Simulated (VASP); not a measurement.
All values below come from PBEsol GGA, VASP's PBE PAW potentials (set 64) (plane waves; VASP).

VASP ran on this input.

File POSCAR:
```
BeZn3Te4
1
    0.0040243770     5.9537053710     5.9452675431
    5.9537053710     0.0040243770     5.9452675431
    2.9788648740     2.9788648740     0.0000000000
Zn Te Be
3 4 1
Direct
  0.9988597383   0.9988597383   0.0022805234
  0.9981566604   0.5023544433   0.9994888962
  0.5023544433   0.9981566604   0.9994888962
  0.1247159763   0.1247159763   0.2505680474
  0.1418186321   0.6194099197   0.2387714482
  0.6194099197   0.1418186321   0.2387714482
  0.6146944048   0.6146944048   0.2706111904
  0.4999902251   0.4999902251   0.0000195499
```

### KPOINTS
```
Regular mesh
0
Gamma
  3 3 6
0 0 0
```

### INCAR
```
ALGO = Normal
EDIFF = 1E-6
EDIFFG = -0.02
ENCUT = 400
GGA = PS
IBRION = 2
ISIF = 3
ISMEAR = 0
LASPH = T
LCHARG = F
LMAXMIX = 4
LREAL = F
LWAVE = F
NELM = 100
NSW = 60
PREC = Accurate
SIGMA = 0.05
SYSTEM = BeZn3Te4
```

POTCAR, in this order: Zn Te Be (PBE.64 set). Program: vasp_std.

Output

### OUTCAR
```
 ion  position               nearest neighbor table
   1  0.999  0.999  0.002-   4 2.58   4 2.58   6 2.61   5 2.61
   2  0.998  0.502  0.999-   4 2.59   5 2.62   5 2.62   7 2.64
   3  0.502  0.998  0.999-   4 2.59   6 2.62   6 2.62   7 2.64
   4  0.125  0.125  0.251-   1 2.58   1 2.58   2 2.59   3 2.59
   5  0.142  0.619  0.239-   8 2.46   1 2.61   2 2.62   2 2.62
   6  0.619  0.142  0.239-   8 2.46   1 2.61   3 2.62   3 2.62
   7  0.615  0.615  0.271-   8 2.51   8 2.51   3 2.64   2 2.64
   8  0.500  0.500  0.000-   5 2.46   6 2.46   7 2.51   7 2.51
  LATTYP: Found a base centered orthorhombic cell.
 ALAT       =     8.4141195535
 B/A-ratio  =     1.4131645041
 C/A-ratio  =     0.5006764021
 Subroutine PRICEL returns:
 Original cell was already a primitive cell.
 Subroutine GETGRP returns: Found  4 space group operations
The static configuration has the point symmetry C_2v.
The dynamic configuration has the point symmetry C_2v.
 Subroutine INISYM returns: Found  4 space group operations
 Subroutine IBZKPT returns following result:
 Found     16 irreducible k-points:

 Following reciprocal coordinates:
            Coordinates               Weight
  0.000000  0.000000  0.000000      1.000000
  0.333333  0.000000  0.000000      4.000000
  0.333333  0.333333  0.000000      2.000000
 -0.333333  0.333333  0.000000      2.000000
 -0.000000 -0.000000  0.166667      4.000000
  0.333333 -0.000000  0.166667      4.000000
 -0.333333 -0.000000  0.166667      8.000000
 -0.333333 -0.333333  0.166667      2.000000
 -0.000000 -0.000000  0.333333      4.000000
  0.333333 -0.000000  0.333333      8.000000
 -0.333333 -0.000000  0.333333      4.000000
  0.333333  0.333333  0.333333      2.000000
 -0.000000 -0.000000  0.500000      1.000000
  0.333333 -0.000000  0.500000      4.000000
  0.333333  0.333333  0.500000      2.000000
 -0.333333  0.333333  0.500000      2.000000
...
```

**OSZICAR**
```
       N       E                     dE             d eps       ncg     rms          rms(c)
DAV:   1     0.354574415695E+03    0.35457E+03   -0.22911E+04  1184   0.140E+03
DAV:   2     0.908474796212E+01   -0.34549E+03   -0.33352E+03  1259   0.321E+02
DAV:   3    -0.255690825661E+02   -0.34654E+02   -0.34189E+02  1381   0.107E+02
DAV:   4    -0.265811306038E+02   -0.10120E+01   -0.10101E+01  1383   0.170E+01
DAV:   5    -0.266092627743E+02   -0.28132E-01   -0.28127E-01  1552   0.267E+00    0.953E+00
DAV:   6    -0.258202403811E+02    0.78902E+00   -0.30549E+00  1468   0.364E+01    0.693E+00
DAV:   7    -0.257911050154E+02    0.29135E-01   -0.11108E+00  1343   0.632E+00    0.301E+00
DAV:   8    -0.257850159831E+02    0.60890E-02   -0.42591E-02  1400   0.303E+00    0.842E-01
DAV:   9    -0.257842389953E+02    0.77699E-03   -0.13500E-02  1465   0.304E+00    0.257E-01
DAV:  10    -0.257841690126E+02    0.69983E-04   -0.38320E-03  1467   0.116E+00    0.129E-01
DAV:  11    -0.257842017133E+02   -0.32701E-04   -0.10402E-03  1572   0.419E-01    0.441E-02
DAV:  12    -0.257842451770E+02   -0.43464E-04   -0.37364E-04  1320   0.207E-01    0.304E-02
DAV:  13    -0.257842415312E+02    0.36458E-05   -0.40604E-05  1432   0.110E-01    0.164E-02
DAV:  14    -0.257842452542E+02   -0.37230E-05   -0.65429E-06  1311   0.234E-02    0.108E-02
DAV:  15    -0.257842456404E+02   -0.38617E-06   -0.53813E-06  1197   0.391E-02
   1 F= -.25784246E+02 E0= -.25784246E+02  d E =-.257842E+02
       N       E                     dE             d eps       ncg     rms          rms(c)
DAV:   1    -0.257914569449E+02   -0.72117E-02   -0.10961E-01  1448   0.388E+00    0.607E-01
DAV:   2    -0.257857749728E+02    0.56820E-02   -0.28783E-02  1432   0.266E+00    0.216E-01
DAV:   3    -0.257849988615E+02    0.77611E-03   -0.10997E-03  1320   0.234E-01    0.117E-01
DAV:   4    -0.257847301103E+02    0.26875E-03   -0.37488E-04  1280   0.109E-01    0.375E-02
DAV:   5    -0.257847160859E+02    0.14024E-04   -0.42512E-05  1391   0.104E-01    0.260E-02
DAV:   6    -0.257847145351E+02    0.15509E-05   -0.15076E-05  1396   0.729E-02    0.940E-03
DAV:   7    -0.257847147522E+02   -0.21714E-06   -0.37054E-06  1081   0.438E-02
   2 F= -.25784715E+02 E0= -.25784715E+02  d E =-.469112E-03
       N       E                     dE             d eps       ncg     rms          rms(c)
DAV:   1    -0.257847356390E+02   -0.21104E-04   -0.35959E-04  1450   0.218E-01    0.354E-02
DAV:   2    -0.257847165741E+02    0.19065E-04   -0.93446E-05  1429   0.153E-01    0.123E-02
DAV:   3    -0.257847136576E+02    0.29165E-05   -0.38390E-06  1056   0.198E-02    0.677E-03
DAV:   4    -0.257847125579E+02    0.10997E-05   -0.16181E-06   655   0.190E-02    0.234E-03
DAV:   5    -0.257847124709E+02    0.86991E-07   -0.47338E-07   637   0.163E-02
   3 F= -.25784712E+02 E0= -.25784712E+02  d E =-.466831E-03
       N       E                     dE             d eps       ncg     rms          rms(c)
DAV:   1    -0.257847215061E+02   -0.89482E-05   -0.12449E-04  1440   0.129E-01    0.205E-02
DAV:   2    -0.257847152195E+02    0.62866E-05   -0.32950E-05  1401   0.907E-02    0.716E-03
DAV:   3    -0.257847145380E+02    0.68152E-06   -0.10708E-06   637   0.878E-03
   4 F= -.25784715E+02 E0= -.25784715E+02  d E =-.468898E-03
       N       E                     dE             d eps       ncg     rms          rms(c)
DAV:   1    -0.257849522756E+02   -0.23706E-03   -0.90953E-03  1264   0.597E-01    0.956E-02
DAV:   2    -0.257848592891E+02    0.92987E-04   -0.50645E-04  1440   0.314E-01    0.496E-02
DAV:   3    -0.257848233604E+02    0.35929E-04   -0.35272E-05  1388   0.625E-02    0.230E-02
DAV:   4    -0.257848159105E+02    0.74499E-05   -0.15432E-05  1347   0.322E-02    0.441E-03
DAV:   5    -0.257848161869E+02   -0.27642E-06   -0.53721E-06  1117   0.241E-02
   5 F= -.25784816E+02 E0= -.25784816E+02  d E =-.101649E-03
```

**OUTCAR**
```
------------------------ aborting loop because EDIFF is reached ----------------------------------------
  FORCE on cell =-STRESS in cart. coord.  units (eV):
  Direction    XX          YY          ZZ          XY          YZ          ZX
  --------------------------------------------------------------------------------------
  Total       -0.0388686     -0.0388686      0.0326926     -0.0068544      0.0000000      0.0000000
  in kB       -0.2945827     -0.2945827      0.2477754     -0.0519490      0.0000000      0.0000000
  external PRESSURE =      -0.1137967 kB  Pullay stress =       0.0000000 kB
  volume of cell :      211.40
      direct lattice vectors                 reciprocal lattice vectors
    -0.000196496  5.956500797  5.958269765    -0.083939132  0.083939132  0.083916979
     5.956500797 -0.000196496  5.958269765     0.083939132 -0.083939132  0.083916979
     2.978152151  2.978152151  0.000000000     0.167889340  0.167889340 -0.167833958
 POSITION                                       TOTAL-FORCE (eV/Angst)
 -----------------------------------------------------------------------------------
      5.95630      5.95630     11.90232         0.000000      0.000000     -0.003899
      5.96835      8.92241      8.93976        -0.000531      0.000531     -0.006114
      8.92241      5.96835      8.93976         0.000531     -0.000531     -0.006114
      1.48908      1.48908      1.48900        -0.000000     -0.000000      0.008256
      4.40078      1.55552      4.53415         0.001341     -0.001341      0.000047
      1.55552      4.40078      4.53415        -0.001341      0.001341      0.000047
      4.46723      4.46723      7.32555        -0.000000     -0.000000      0.006015
      5.95630      5.95630      5.95973         0.000000      0.000000      0.001763
 -----------------------------------------------------------------------------------
    total drift:                               -0.000005     -0.000005      0.000337
  FREE ENERGIE OF THE ION-ELECTRON SYSTEM (eV)
  ---------------------------------------------------
  free  energy   TOTEN  =       -25.7848161869 eV

  energy  without entropy=      -25.7848161869  energy(sigma->0) =      -25.78481619

 reached required accuracy - stopping structural energy minimisation
```
(Selected blocks of OUTCAR.)

File CONTCAR:
```
BeZn3Te4
   1.00000000000000
    -0.0001964959893774    5.9565007972667390    5.9582697654715453
     5.9565007972667390   -0.0001964959893774    5.9582697654715453
     2.9781521506386812    2.9781521506386812    0.0000000000000000
  Zn              Te              Be
     3     4     1
Direct
     0.9988064183895692    0.9988064183895692    0.0023871632208617
     0.9981585726498438    0.5022370609394774    0.9996043663106771
     0.5022370609394774    0.9981585726498438    0.9996043663106771
     0.1249524159951027    0.1249524159951027    0.2500951680098017
     0.1416639795302232    0.6193208820288412    0.2390151384409286
     0.6193208820288412    0.1416639795302232    0.2390151384409286
     0.6147384423775919    0.6147384423775919    0.2705231152448091
     0.5001222280893437    0.5001222280893437    0.9997555439213145
```

The structure was generated: BeZn3Te4 was put into an ordered model structure (Amm2), which need not be its known phase. This run relaxes it. Symmetry was kept, so distortions that lower it aren't found. The start is the result of an earlier pass.
